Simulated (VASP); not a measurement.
OSZICAR of a VASP run on KBr (rock salt):

**OSZICAR**
```
       N       E                     dE             d eps       ncg     rms          rms(c)
DAV:   1     0.989804828278E+02    0.98980E+02   -0.68512E+03   384   0.110E+03
DAV:   2    -0.351973380661E+00   -0.99332E+02   -0.92576E+02   456   0.261E+02
DAV:   3    -0.639816731708E+01   -0.60462E+01   -0.60199E+01   492   0.611E+01
DAV:   4    -0.662074652962E+01   -0.22258E+00   -0.22238E+00   668   0.105E+01
DAV:   5    -0.662186430284E+01   -0.11178E-02   -0.11178E-02   504   0.794E-01    0.317E+00
DAV:   6    -0.646447983081E+01    0.15738E+00   -0.25664E-01   464   0.280E+00    0.235E+00
DAV:   7    -0.645191437271E+01    0.12565E-01   -0.11517E-01   468   0.204E+00    0.113E+00
DAV:   8    -0.645906171435E+01   -0.71473E-02   -0.13099E-02   524   0.990E-01    0.147E-01
DAV:   9    -0.645937220627E+01   -0.31049E-03   -0.45853E-04   500   0.144E-01    0.830E-02
DAV:  10    -0.645979648397E+01   -0.42428E-03   -0.51115E-04   436   0.157E-01    0.248E-02
DAV:  11    -0.645979766150E+01   -0.11775E-05   -0.12053E-05   548   0.215E-02    0.696E-03
DAV:  12    -0.645980005969E+01   -0.23982E-05   -0.19933E-06   472   0.121E-02    0.156E-03
DAV:  13    -0.645980054263E+01   -0.48294E-06   -0.56595E-07   476   0.499E-03    0.127E-03
DAV:  14    -0.645980062728E+01   -0.84653E-07   -0.70343E-08   368   0.206E-03
   1 F= -.64598006E+01 E0= -.64598006E+01  d E =-.337375E-18
```

Question: Which electronic solver shows in the log?

Answer: It is blocked Davidson (ALGO = Normal, or the opening steps of other solvers). The INCAR had ALGO = Normal.

Question: Can the final energy be trusted as converged?

Answer: Self-consistency was reached. It stopped with EDIFF = 1E-7, NELM = 100 (PBEsol GGA, plane waves, VASP's PBE PAW potentials (set 64)).

The compound is KBr in the rock salt structure. It was relaxed first.
